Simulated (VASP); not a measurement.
**SiMo (relaxed from the CsCl structure, space group Pm-3m): computed properties**

The numbers are results of LDA (Ceperley-Alder, Perdew-Zunger), VASP's LDA PAW potentials (set 64) (plane waves; VASP 6.6.1), not measurements.

```json
{
  "space_group": "Pm-3m (221)",
  "cell": "a = b = c = 3.005 Å, α = β = γ = 90.00°",
  "volume_per_atom": "13.56 Å^3/atom",
  "band gap (over mesh and band path)": "none (metal, semimetal or under 0.01 eV)",
  "density": "7.59 g/cm³"
}
```

```cif
data_MoSi
_chemical_formula_sum 'Mo1 Si1'
_space_group_name_H-M_alt 'P 1'
_space_group_IT_number 1
_cell_length_a 3.00455
_cell_length_b 3.00455
_cell_length_c 3.00455
_cell_angle_alpha 90.000
_cell_angle_beta 90.000
_cell_angle_gamma 90.000
loop_
_space_group_symop_operation_xyz
  'x, y, z'
loop_
_atom_site_label
_atom_site_type_symbol
_atom_site_fract_x
_atom_site_fract_y
_atom_site_fract_z
_atom_site_occupancy
Mo1 Mo 0.00000 0.00000 0.00000 1
Si1 Si 0.50000 0.50000 0.50000 1
```

The structure was generated: SiMo was put into the CsCl type (Pm-3m), which need not be its known phase. It was relaxed first, which changed the volume by -7 %. Symmetry was kept, so distortions that lower it aren't found.
